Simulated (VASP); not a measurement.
VASP ran on this input.

### KPOINTS
```
Automatic mesh
0
Gamma
6 6 6
0 0 0
```

**INCAR**
```
# general
SYSTEM =CsBr
PREC   =Accurate
ENCUT  =520
LREAL  =.FALSE.
LASPH  =.TRUE.

# electronic loop
EDIFF  =1E-7
NELM   =100
ALGO   =Normal
LMAXMIX=4

# smearing
ISMEAR =0
SIGMA  =0.05

# functional
GGA    =RP

# ions
ISIF   =2

# output
LWAVE  =.FALSE.
LCHARG =.FALSE.
```

File POSCAR:
```
CsBr
1
    4.5769045950     0.0000000000     0.0000000000
    0.0000000000     4.5769045950     0.0000000000
    0.0000000000     0.0000000000     4.5769045950
Cs Br
1 1
Direct
  0.0000000000   0.0000000000   0.0000000000
  0.5000000000   0.5000000000   0.5000000000
```

POTCAR, in this order: Cs_sv Br (PBE.64 set). Program: vasp_std.

Task: Translate this RPBE calculation to Ansatz.

Result: One equivalent input (not run):
Ansatz 0.2 input:
```yaml
crystal:
  lattice:
    - [4.5769046, 0.0000000, 0.0000000]
    - [0.0000000, 4.5769046, 0.0000000]
    - [0.0000000, 0.0000000, 4.5769046]
  atoms:
    - { symbol: Cs, position: [0.0000000, 0.0000000, 0.0000000] }
    - { symbol: Br, position: [0.5000000, 0.5000000, 0.5000000] }
kpoints:
  mp_grid: { grid: [6, 6, 6] }
hamiltonian:
  xc: rpbe
  pseudopotentials: { kind: paw }
scf:
  occupations: { method: gaussian, width: 0.05 }
  max_iter: 100
output: { forces: true, stress: true, eigenvalues: true }
```
The two are equivalent in intent, not identical: each code has its own PAW files, so the cut-off isn't converted (ENCUT is set for VASP's; basis.ecutwfc is left out, and Ansatz then takes the one that its files recommend); Ansatz stops its SCF on the density residual and VASP on the energy change (EDIFF).

The compound is CsBr in the CsCl type structure. It was relaxed first, which changed the volume by +21 %.
